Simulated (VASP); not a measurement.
MgB2:

```xyz
3
Lattice="3.0850 0.0000 0.0000 -1.5425 2.6717 0.0000 0.0000 0.0000 3.5230" Properties=species:S:1:pos:R:3 pbc="T T T"
Mg    0.0000    0.0000    0.0000
B     0.0000    1.7811    1.7615
B     1.5425    0.8906    1.7615
```

* Program: VASP 6.6.1
* Task: relaxation of cell and atoms
* Functional: LDA
* Potentials or basis: VASP PAW LDA potentials, release 64 (Mg, B)
* Cutoff: 600 eV
* k mesh: 15 × 15 × 10
* Occupations: methfessel-paxton, width 0.1 eV
* Spin: no spin polarisation

At the start: pressure -8.3 GPa; volume 9.68 Å³/atom.

Problem. How do energy, volume and symmetry change on relaxing?

Solution. Over 5 steps the energy falls by 13.9 meV/atom and the volume is 9.16 Å³/atom (-5.3 %); space group P6/mmm (No. 191, to 0.05 Å).

The path:
```csv
step,energy change (eV),largest force (eV/Å),pressure (GPa),volume (Å³)
1,0.0000,0.0000,-8.29,29.04
2,-0.0330,0.0000,3.70,26.98
3,-0.0407,0.0000,-0.22,27.58
4,-0.0417,0.0000,-0.03,27.50
5,-0.0418,0.0000,0.01,27.48
```

Final structure:
```
Mg B
1.0
     3.02941    0.00000    0.00000
    -1.51470    2.62354    0.00000
     0.00000    0.00000    3.45811
Mg B
1 2
Cartesian
  -1.5147 2.6235 0.0000
  0.0000 1.7490 1.7291
  1.5147 0.8745 1.7291
```
